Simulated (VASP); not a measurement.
All values below come from optB86b-vdW, VASP's PBE PAW potentials (set 64) (plane waves; VASP).

A VASP calculation is set up with these files.

### KPOINTS
```
Automatic mesh
0
Gamma
9 9 5
0 0 0
```

**POSCAR**
```
BN
1.0
  1.2712230378  -2.2018231076   0.0000000000
  1.2712230378   2.2018231076   0.0000000000
  0.0000000000   0.0000000000   4.2050197319
B N
2 2
direct
  0.6666670000   0.3333330000   0.5002486094
  0.3333330000   0.6666670000   0.0002486094
  0.6666670000   0.3333330000   0.8747513906
  0.3333330000   0.6666670000   0.3747513906
```

**INCAR**
```
! general
SYSTEM    =  BN
PREC      =  Accurate
ENCUT     =  520
LREAL     =  .False.
LASPH     =  .True.

! electronic loop
EDIFF     =  1E-6
NELM      =  100
ALGO      =  Normal

! smearing
ISMEAR    =  0
SIGMA     =  0.05

! functional
GGA       =  MK
LUSE_VDW  =  .True.
AGGAC     =  0.0
PARAM1    =  0.1234
PARAM2    =  1.0

! ions
IBRION    =  2
NSW       =  60
ISIF      =  3
EDIFFG    =  -0.02

! output
LWAVE     =  .False.
LCHARG    =  .False.
```

POTCAR, in this order: B N (PBE.64 set). Program: vasp_std.

Output

File OSZICAR:
```
       N       E                     dE             d eps       ncg     rms          rms(c)
DAV:   1     0.529613404365E+02    0.52961E+02   -0.87488E+03   864   0.130E+03
DAV:   2    -0.307345781182E+02   -0.83696E+02   -0.77933E+02  1196   0.273E+02
DAV:   3    -0.333360311779E+02   -0.26015E+01   -0.25885E+01  1152   0.483E+01
DAV:   4    -0.333516162738E+02   -0.15585E-01   -0.15576E-01  1064   0.383E+00
DAV:   5    -0.333517891007E+02   -0.17283E-03   -0.17280E-03  1124   0.385E-01    0.969E+00
DAV:   6    -0.314990825862E+02    0.18527E+01   -0.51243E+00  1084   0.188E+01    0.460E+00
DAV:   7    -0.313562679272E+02    0.14281E+00   -0.24938E-01  1044   0.480E+00    0.275E+00
DAV:   8    -0.313219653201E+02    0.34303E-01   -0.80644E-02   960   0.258E+00    0.231E-01
DAV:   9    -0.313210156145E+02    0.94971E-03   -0.23392E-03  1108   0.508E-01    0.123E-01
DAV:  10    -0.313211950057E+02   -0.17939E-03   -0.33537E-04  1032   0.190E-01    0.255E-02
DAV:  11    -0.313211944232E+02    0.58253E-06   -0.57259E-05  1112   0.659E-02    0.115E-02
DAV:  12    -0.313211957028E+02   -0.12796E-05   -0.57836E-06  1060   0.249E-02    0.214E-03
DAV:  13    -0.313211957894E+02   -0.86589E-07   -0.16531E-07   596   0.446E-03
   1 F= -.31321196E+02 E0= -.31321196E+02  d E =-.313212E+02
       N       E                     dE             d eps       ncg     rms          rms(c)
DAV:   1    -0.313381413985E+02   -0.16946E-01   -0.47001E-01  1008   0.726E+00    0.925E-01
DAV:   2    -0.313219153428E+02    0.16226E-01   -0.42913E-02  1076   0.194E+00    0.283E-01
DAV:   3    -0.313210943239E+02    0.82102E-03   -0.38061E-03  1064   0.550E-01    0.966E-02
DAV:   4    -0.313209211761E+02    0.17315E-03   -0.23951E-04  1020   0.147E-01    0.435E-02
DAV:   5    -0.313208900328E+02    0.31143E-04   -0.57158E-05  1024   0.655E-02    0.177E-02
DAV:   6    -0.313208885473E+02    0.14855E-05   -0.29023E-06   992   0.190E-02    0.221E-03
DAV:   7    -0.313208885715E+02   -0.24229E-07   -0.12315E-07   540   0.374E-03
   2 F= -.31320889E+02 E0= -.31320889E+02  d E =0.307218E-03
       N       E                     dE             d eps       ncg     rms          rms(c)
DAV:   1    -0.313292736724E+02   -0.83851E-02   -0.12369E-01  1000   0.375E+00    0.473E-01
DAV:   2    -0.313250535585E+02    0.42201E-02   -0.10939E-02  1076   0.983E-01    0.147E-01
DAV:   3    -0.313248321916E+02    0.22137E-03   -0.10340E-03  1076   0.287E-01    0.500E-02
DAV:   4    -0.313247903122E+02    0.41879E-04   -0.62174E-05  1028   0.754E-02    0.231E-02
DAV:   5    -0.313247841804E+02    0.61318E-05   -0.15177E-05  1020   0.339E-02    0.931E-03
DAV:   6    -0.313247844307E+02   -0.25034E-06   -0.78262E-07   568   0.101E-02
   3 F= -.31324784E+02 E0= -.31324784E+02  d E =-.358864E-02
```

### OUTCAR
```
------------------------ aborting loop because EDIFF is reached ----------------------------------------
  FORCE on cell =-STRESS in cart. coord.  units (eV):
  Direction    XX          YY          ZZ          XY          YZ          ZX
  --------------------------------------------------------------------------------------
  Total        0.0018401      0.0018401      0.0020068      0.0000000     -0.0000000      0.0000000
  in kB        0.1238416      0.1238416      0.1350546      0.0000000     -0.0000000      0.0000000
  external PRESSURE =       0.1275793 kB  Pullay stress =       0.0000000 kB
  volume of cell :       23.81
      direct lattice vectors                 reciprocal lattice vectors
     1.275896089 -2.209917072  0.000000000     0.391881443 -0.226252834 -0.000000000
     1.275896089  2.209917072  0.000000000     0.391881443  0.226252834  0.000000000
     0.000000000 -0.000000000  4.221563863     0.000000000  0.000000000  0.236879041
  FREE ENERGIE OF THE ION-ELECTRON SYSTEM (eV)
  ---------------------------------------------------
  free  energy   TOTEN  =       -31.3247844307 eV

  energy  without entropy=      -31.3247844307  energy(sigma->0) =      -31.32478443

 reached required accuracy - stopping structural energy minimisation
```
(Selected blocks of OUTCAR.)

**CONTCAR**
```
BN
   1.00000000000000
     1.2758960887197517   -2.2099170716276610    0.0000000000000000
     1.2758960887197517    2.2099170716276610    0.0000000000000000
     0.0000000000000000   -0.0000000000000000    4.2215638634650210
  B               N
     2     2
Direct
     0.6666669999999968    0.3333330000000032    0.5003184547267508
     0.3333330000000032    0.6666669999999968    0.0003184547267509
     0.6666669999999968    0.3333330000000032    0.8746815452732492
     0.3333330000000032    0.6666669999999968    0.3746815452732492
```

File OUTCAR:
```
 val. band max:        7.4130584495   @ k =   0.0000   0.0000   0.0000

 cond. band min:      12.6186652559   @ k =   0.3333   0.3333   0.0000


 Fermi energy:         7.7022584329

 k-point     1 :       0.0000    0.0000    0.0000
  band No.  band energies     occupation
      1     -12.8479      2.00000
      2      -8.7289      2.00000
      3      -3.4059      2.00000
      4       5.3138      2.00000
      5       5.3139      2.00000
      6       7.1335      2.00000
      7       7.4130      2.00000
      8       7.4131      2.00000
      9      15.7907      0.00000
     10      15.7907      0.00000
     11      16.0218      0.00000
     12      16.9515      0.00000

 k-point     2 :       0.1111    0.0000    0.0000
  band No.  band energies     occupation
      1     -12.5813      2.00000
      2      -8.5259      2.00000
      3      -3.1420      2.00000
      4       4.1519      2.00000
      5       4.8414      2.00000
      6       6.4455      2.00000
      7       6.8729      2.00000
      8       7.1396      2.00000
      9      15.4152      0.00000
     10      16.3007      0.00000
     11      16.4017      0.00000
     12      17.7610      0.00000

 k-point     3 :       0.2222   -0.0000    0.0000
  band No.  band energies     occupation
      1     -11.7978      2.00000
      2      -7.9733      2.00000
      3      -2.3701      2.00000
      4       1.6794      2.00000
      5       3.8815      2.00000
      6       4.2912      2.00000
      7       6.0855      2.00000
      8       6.4669      2.00000
      9      14.8576      0.00000
     10      16.8232      0.00000
     11      17.2894      0.00000
     12      18.3642      0.00000

 k-point     4 :       0.3333   -0.0000    0.0000
  band No.  band energies     occupation
      1     -10.5659      2.00000
      2      -7.3361      2.00000
      3      -1.1860      2.00000
      4      -0.7113      2.00000
      5       1.9401      2.00000
      6       3.0221      2.00000
...
```

The compound is BN in the wurtzite structure, a metastable high-pressure form. This run relaxes it. Symmetry was kept, so distortions that lower it aren't found. The start is the result of an earlier pass.
